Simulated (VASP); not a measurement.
PbF$_{2}$ (fluorite):

```
CELL_PARAMETERS angstrom
      0.00000     2.97000     2.97000
      2.97000     0.00000     2.97000
      2.97000     2.97000     0.00000
ATOMIC_POSITIONS crystal
  Pb 0.00000 0.00000 0.00000
  F  0.25000 0.25000 0.25000
  F  0.75000 0.75000 0.75000
```

The lowest empty band near X, direction across the valley's axis, from PBE with spin-orbit coupling in VASP (PAW); its two spin partners are averaged. The gap over the points computed is 4.15 eV, and the next band on that side lies 3.22 eV away at the edge.

Run with 520 eV cut-off, 7×7×7 Γ-centred mesh, Gaussian smearing of 0.050 eV, potentials Pb_d F.

| distance from the edge in k (1/Å) | distance in energy (meV) |
|---|---|
| 0.025 | 4.3 |
| 0.035 | 8.4 |
| 0.050 | 17.2 |
| 0.070 | 33.5 |

Question: Fit E(1 + αE) = ħ²k²/2m* (ħ²/2m0 = 3.810 eV Å²) and predict the row at 0.095 1/Å.

Answer: The rows don't resolve α, so a parabola serves: the electron mass is m* = 0.556 m0, and so 61.8 meV. The run gave 61.4 meV, -0.4 meV from the fit.

Left out are points under 3 meV from the edge, since the levels carry 0.1 meV, and points farther than half the way to the next band.

The compound is PbF2 in the fluorite structure, the β form. The cell was not relaxed at this level.
